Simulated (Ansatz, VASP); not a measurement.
# Cross-check of Si126BC21 (amorphous Si0.85C0.15) between VASP and Ansatz, part 2 of 2

Wanted: the spread between two codes on one cell, functional and k mesh. Of the first pair: The structure shown is the start of the Ansatz relaxation below; VASP solves that cell, so the two are compared at the walk's first step.

VASP 6.6.1 and Ansatz 0.2.0.

So far: The starting structure; Ansatz: relaxation, PBE; VASP: single point, PBE, start cell, pair 1.

**4. Differences**

Known differences besides the potentials themselves: the cutoff is 420 eV in Ansatz and 520 eV in VASP (PREC = Accurate, projectors in real space). Total energies have different zeros and are not compared.

Forces on 10 of the 148 atoms, those with the largest forces and the largest differences (eV/Å; atoms numbered as in POSCAR):

```tsv
atom	Ansatz x, y, z	VASP x, y, z
Si37	-0.431, 0.416, 0.269	-0.421, 0.409, 0.264
Si54	-0.978, 0.863, 0.785	-0.980, 0.863, 0.794
Si103	-0.071, -0.287, 0.117	-0.072, -0.282, 0.119
Si120	0.573, -0.053, -0.105	0.561, -0.059, -0.105
C128	0.007, -0.023, 0.033	0.015, 0.016, -0.008
C129	0.025, -0.017, 0.068	0.061, -0.021, 0.047
C131	-2.118, -3.371, -3.032	-2.125, -3.384, -3.046
C141	2.627, 0.616, 0.376	2.632, 0.616, 0.380
C145	0.032, 0.039, -0.082	0.035, 0.018, -0.054
B148	0.859, 1.777, 1.470	0.861, 1.790, 1.477
```

The forces differ by 6.2 meV/Å r.m.s., which is 2.0 % of the r.m.s. force of 0.310 eV/Å (both taken over all components).

**5. Ansatz: relaxation, PBE**

This run makes the geometry at which the two programs are then compared.

The structure compared here is the end of the Ansatz relaxation.

The input, input.yaml:

```yaml
crystal:
  lattice:
    - [13.5152, 0.0, 0.0]
    - [0.0, 13.5152, 0.0]
    - [0.0, 0.0, 13.5152]
  atoms:
    - { symbol: Si, position: [0.55569, 0.17416, 0.97458] }
    - { symbol: Si, position: [0.17757, 0.98795, 0.31032] }
[... 1 atom line left out ...]
    - { symbol: Si, position: [0.76338, 0.58363, 0.9175] }
[... 5 atom lines left out ...]
    - { symbol: Si, position: [0.52384, 0.37312, 0.89356] }
[... 2 atom lines left out ...]
    - { symbol: Si, position: [0.99319, 0.43176, 0.88845] }
    - { symbol: Si, position: [0.64496, 0.77389, 0.94797] }
[... 3 atom lines left out ...]
    - { symbol: Si, position: [0.63638, 0.49454, 0.09001] }
[... 3 atom lines left out ...]
    - { symbol: Si, position: [0.37738, 0.62058, 0.07564] }
[... 3 atom lines left out ...]
    - { symbol: Si, position: [0.49098, 0.48601, 0.59927] }
    - { symbol: Si, position: [0.11079, 0.62351, 0.57499] }
    - { symbol: Si, position: [0.36254, 0.41173, 0.50447] }
[... 4 atom lines left out ...]
    - { symbol: Si, position: [0.0958, 0.4729, 0.65053] }
    - { symbol: Si, position: [0.23502, 0.35114, 0.87024] }
[... 2 atom lines left out ...]
    - { symbol: Si, position: [0.41763, 0.42582, 0.74534] }
[... 3 atom lines left out ...]
    - { symbol: Si, position: [0.26657, 0.82317, 0.00692] }
[... 2 atom lines left out ...]
    - { symbol: Si, position: [0.02641, 0.68943, 0.84469] }
    - { symbol: Si, position: [0.36905, 0.37563, 0.97509] }
    - { symbol: Si, position: [0.33766, 0.91616, 0.62522] }
[... 1 atom line left out ...]
    - { symbol: Si, position: [0.56903, 0.87159, 0.60667] }
[... 4 atom lines left out ...]
    - { symbol: Si, position: [0.53459, 0.63613, 0.9988] }
    - { symbol: Si, position: [0.27603, 0.65574, 0.9446] }
    - { symbol: Si, position: [0.33843, 0.70963, 0.21608] }
[... 3 atom lines left out ...]
    - { symbol: Si, position: [0.60687, 0.59924, 0.80578] }
    - { symbol: Si, position: [0.22022, 0.90518, 0.86602] }
    - { symbol: Si, position: [0.42996, 0.90347, 0.02098] }
[... 3 atom lines left out ...]
    - { symbol: Si, position: [0.28215, 0.6542, 0.55115] }
    - { symbol: Si, position: [0.17452, 0.46722, 0.16546] }
[... 2 atom lines left out ...]
    - { symbol: Si, position: [0.60339, 0.43586, 0.75467] }
[... 8 atom lines left out ...]
    - { symbol: Si, position: [0.47295, 0.82156, 0.16355] }
[... 3 atom lines left out ...]
    - { symbol: Si, position: [0.51763, 0.87045, 0.88066] }
[... 5 atom lines left out ...]
    - { symbol: Si, position: [0.08229, 0.59973, 0.10075] }
[... 14 atom lines left out ...]
    - { symbol: Si, position: [0.43835, 0.74874, 0.78943] }
[... 2 atom lines left out ...]
    - { symbol: Si, position: [0.3197, 0.27379, 0.74386] }
    - { symbol: Si, position: [0.09475, 0.75061, 0.69596] }
[... 2 atom lines left out ...]
    - { symbol: Si, position: [0.46166, 0.65495, 0.58047] }
[... 1 atom line left out ...]
    - { symbol: Si, position: [0.11798, 0.57299, 0.92741] }
    - { symbol: Si, position: [0.16281, 0.73415, 0.18974] }
[... 1 atom line left out ...]
    - { symbol: Si, position: [0.34853, 0.46121, 0.12457] }
[... 2 atom lines left out ...]
    - { symbol: Si, position: [0.26951, 0.799, 0.73782] }
[... 1 atom line left out ...]
    - { symbol: Si, position: [0.20229, 0.49675, 0.78911] }
    - { symbol: Si, position: [0.47679, 0.22502, 0.81633] }
[... 7 atom lines left out ...]
    - { symbol: C, position: [0.69432, 0.69726, 0.62917] }
[... 1 atom line left out ...]
    - { symbol: C, position: [0.656, 0.62207, 0.37142] }
[... 1 atom line left out ...]
    - { symbol: C, position: [0.62398, 0.47828, 0.23937] }
[... 7 atom lines left out ...]
    - { symbol: C, position: [0.22677, 0.94053, 0.18566] }
[... 3 atom lines left out ...]
    - { symbol: C, position: [0.85451, 0.37528, 0.65633] }
[... 2 atom lines left out ...]
    - { symbol: C, position: [0.98358, 0.27751, 0.14804] }
kpoints:
  mp_grid: { grid: [1, 1, 1] }
hamiltonian:
  xc: pbe
  pseudopotentials: { kind: paw, azcp: { folder: soft_1 } }
scf:
  occupations: { method: gaussian, width: 0.025 }
output:
  forces: true
  eigenvalues: true
relax:
  f_tol: 0.05
  max_steps: 90
```

On the command line:

```sh
$ ansatz run input.yaml --threads 4 --pin off --max-ram 15872MiB --backend cpu --events-out ev --progress --plain --runs-dir out
```

Numbers of over 12 decimals in the logs are rounded to 6 here.

The log of the run:

```text
[...]
Crystal: 148 atoms, lattice volume = 2468.695 Å³
Basis set: ecut = 420 eV, 48489 PW (Γ), exchange–correlation on 192×192×192 points (8 copies of the dense FFT grid, shifted against one another)
Bands: 444, of which v1, the nominal top of the filled ones, is band 296 counted from 1 (295 counted from 0)
Symmetry: 1 space group operations
[...]
k-points: 1
[...]
- { symbol: C, position: [0.696074, 0.698342, 0.627714] }
    - { symbol: B, position: [0.378881, 0.601811, 0.847693] }
    - { symbol: C, position: [0.656777, 0.621420, 0.371896] }
    - { symbol: C, position: [0.333133, 0.531432, 0.775446] }
    - { symbol: C, position: [0.625023, 0.478381, 0.238849] }
    - { symbol: C, position: [0.527045, 0.744509, 0.676375] }
    - { symbol: C, position: [0.675732, 0.387049, 0.290323] }
[...]
- { symbol: C, position: [0.852947, 0.374685, 0.657053] }
    - { symbol: C, position: [0.617335, 0.685849, 0.694397] }
    - { symbol: C, position: [0.762912, 0.164913, 0.252128] }
    - { symbol: C, position: [0.984067, 0.278549, 0.148360] }
```

**6. VASP: single point, PBE, relaxed cell, pair 2**

The same cell, functional, mesh and smearing now go to VASP, with its own data sets.

The input, INCAR:

```
SYSTEM = Si126BC21
PREC = Accurate
ENCUT = 520
EDIFF = 1E-06
NELM = 120
ISMEAR = 0
SIGMA = 0.025
LREAL = Auto
ALGO = Normal
GGA = PE
NBANDS = 399
LORBIT = 11
LWAVE = .FALSE.
LCHARG = .FALSE.
ISIF = 2
LASPH = .TRUE.
GGA_COMPAT = .FALSE.
```

The input, POSCAR:

```
Si126BC21
1.0
   13.5152000000      0.0000000000      0.0000000000
    0.0000000000     13.5152000000      0.0000000000
    0.0000000000      0.0000000000     13.5152000000
Si C B
126 21 1
Direct
    0.5562100000      0.1745400000      0.9733000000
    0.1774200000      0.9887500000      0.3113700000
[... 1 atom line left out ...]
    0.7649000000      0.5831100000      0.9171500000
[... 5 atom lines left out ...]
    0.5247500000      0.3744700000      0.8892600000
[... 2 atom lines left out ...]
    0.9930300000      0.4319000000      0.8875500000
    0.6452600000      0.7763300000      0.9513700000
[... 3 atom lines left out ...]
    0.6358500000      0.4951700000      0.0898200000
[... 3 atom lines left out ...]
    0.3798700000      0.6246300000      0.0737100000
[... 3 atom lines left out ...]
    0.4948300000      0.4847100000      0.6013200000
    0.1118000000      0.6237000000      0.5757900000
    0.3643300000      0.4105300000      0.5084100000
[... 4 atom lines left out ...]
    0.0927900000      0.4732100000      0.6505600000
    0.2347700000      0.3528500000      0.8693600000
[... 2 atom lines left out ...]
    0.4126200000      0.4254800000      0.7468800000
[... 3 atom lines left out ...]
    0.2631800000      0.8242100000      0.0084100000
[... 2 atom lines left out ...]
    0.0263900000      0.6903700000      0.8453900000
    0.3705300000      0.3775300000      0.9721800000
    0.3373300000      0.9161500000      0.6252100000
[... 1 atom line left out ...]
    0.5686700000      0.8705800000      0.6069800000
[... 4 atom lines left out ...]
    0.5390900000      0.6350900000      0.9993500000
    0.2737500000      0.6606400000      0.9462700000
    0.3370200000      0.7075300000      0.2184000000
[... 3 atom lines left out ...]
    0.6135500000      0.5987100000      0.8050700000
    0.2197200000      0.9045100000      0.8655900000
    0.4271000000      0.9029000000      0.0210000000
[... 3 atom lines left out ...]
    0.2839500000      0.6545700000      0.5532400000
    0.1776100000      0.4674600000      0.1657600000
[... 2 atom lines left out ...]
    0.6016800000      0.4374400000      0.7476700000
[... 8 atom lines left out ...]
    0.4705100000      0.8203100000      0.1631900000
[... 3 atom lines left out ...]
    0.5148400000      0.8667400000      0.8815500000
[... 5 atom lines left out ...]
    0.0826400000      0.5983800000      0.1015000000
[... 14 atom lines left out ...]
    0.4385400000      0.7429000000      0.7908100000
[... 2 atom lines left out ...]
    0.3185500000      0.2716700000      0.7444100000
    0.0957500000      0.7512100000      0.6966200000
[... 2 atom lines left out ...]
    0.4635100000      0.6537200000      0.5816800000
[... 1 atom line left out ...]
    0.1170600000      0.5727100000      0.9280900000
    0.1620500000      0.7344600000      0.1892800000
[... 1 atom line left out ...]
    0.3512800000      0.4642000000      0.1217000000
[... 2 atom lines left out ...]
    0.2704400000      0.7987800000      0.7372200000
[... 1 atom line left out ...]
    0.2017900000      0.4974500000      0.7865100000
    0.4772100000      0.2258300000      0.8144600000
[... 7 atom lines left out ...]
    0.6960700000      0.6983400000      0.6277100000
[... 1 atom line left out ...]
    0.3331300000      0.5314300000      0.7754500000
[... 1 atom line left out ...]
    0.5270500000      0.7445100000      0.6763800000
[... 7 atom lines left out ...]
    0.4914400000      0.6259800000      0.8661900000
[... 3 atom lines left out ...]
    0.6173300000      0.6858500000      0.6944000000
[... 2 atom lines left out ...]
    0.3788800000      0.6018100000      0.8476900000
```

The input, KPOINTS:

```
Automatic mesh
0
Gamma
1 1 1
0 0 0
```

PAW data sets: Si, C and B (PBE family, release 64).

On the command line:

```sh
$ export OMP_NUM_THREADS=3
$ mpirun -np 1 vasp_gam
```

The log of the run:

```text
[... set-up lines as in an earlier step ...]
 entering main loop
       N       E                     dE             d eps       ncg     rms          rms(c)
DAV:   1     0.311365228765E+04    0.31137E+04   -0.27125E+05   798   0.134E+03
DAV:   2    -0.442867424669E+03   -0.35565E+04   -0.33285E+04  1004   0.235E+02
DAV:   3    -0.860379216591E+03   -0.41751E+03   -0.40332E+03   996   0.722E+01
DAV:   4    -0.877655783813E+03   -0.17277E+02   -0.17066E+02   972   0.164E+01
[...]
DAV:  18    -0.833158536744E+03   -0.10343E-05   -0.13055E-05   972   0.566E-03    0.706E-03
DAV:  19    -0.833158538642E+03   -0.18980E-05   -0.93551E-06   940   0.386E-03    0.374E-03
DAV:  20    -0.833158538543E+03    0.99666E-07   -0.86562E-07   492   0.152E-03
   1 F= -.83315854E+03 E0= -.83315149E+03  d E =-.141047E-01
```

From OUTCAR (step 6):

```text
  Total        3.2738272     42.0110265     37.9149126    -20.9372164     -9.8038624    -12.3632766
  in kB        2.1247063     27.2650592     24.6066907    -13.5882051     -6.3626840     -8.0237379
  external PRESSURE =      17.9988188 kB  Pullay stress =       0.0000000 kB

 POSITION                                       TOTAL-FORCE (eV/Angst)
 -----------------------------------------------------------------------------------
      7.51729      2.35894     13.15434         0.003508     -0.000059     -0.006602
      2.39787     13.36315      4.20823        -0.000323      0.004261      0.005603
[...]
1.21975      4.34527      7.57419        -0.001397      0.002512     -0.004506
      9.76446     11.73268      1.05175        -0.002550     -0.009739      0.000064
     11.01651      1.05337      2.02728         0.007964     -0.004243     -0.001349
      0.66008     12.17652      0.94715        -0.001187      0.006238     -0.007353
      4.27526      1.89348      6.97425        -0.001398     -0.006678      0.003831
      6.35904     11.08665      2.20555        -0.002437      0.007056     -0.005238
      7.78192      0.37883      0.94958         0.000107      0.002142      0.003779
      8.24725      4.96940      7.38525        -0.007614      0.009496      0.002261
      7.29956      9.06235      5.73572        -0.009970      0.004146     -0.000352
      6.95817     11.71416     11.91432        -0.005531      0.002676     -0.000393
     11.39642      3.16553      4.77506         0.006669     -0.001582      0.007291
[...]
-----------------------------------------------------------------------------------
    total drift:                                0.003186      0.006815     -0.001139

  FREE ENERGIE OF THE ION-ELECTRON SYSTEM (eV)
  ---------------------------------------------------
  free  energy   TOTEN  =      -833.1585385426 eV

  energy  without entropy=     -833.1444338026  energy(sigma->0) =     -833.15148617

[... 2 parts as in an earlier step ...]

[... 1 further part left out ...]
[key lines of the parts left out:]
E-fermi :   7.0181
```

The run ends at a pressure of 1.80 GPa, with forces up to 0.069 eV/Å.

**7. Side by side**

At this near-relaxed geometry the largest component of a force difference is 40 meV/Å.

**8. Results**

| Item | Value |
| --- | --- |
| r.m.s. force difference (single point, PBE, start cell, pair 1) | 2.0 % of the r.m.s. force |
| r.m.s. force difference (single point, PBE, relaxed cell, pair 2) | 6.2 meV/Å |

The r.m.s. force difference is 2.0 % of the r.m.s. force (single point, PBE, start cell, pair 1), within the 3 % picked in this series as the mark of a large difference. How closely two codes agree says nothing of how well the functional describes the real material.

[Lines on the potential files, build, host, timing and source positions are cut from VASP's logs without a mark.]

[Logs are printed without paths, hosts, clocks, repeated set-up lines and the standing remarks that a program may print on its own settings, such as how far it seeks lower states.]

[Hosts, paths, dates, database ids (printed as entryN), source tags and the programs' standing remarks are cut or masked in the printed files.]
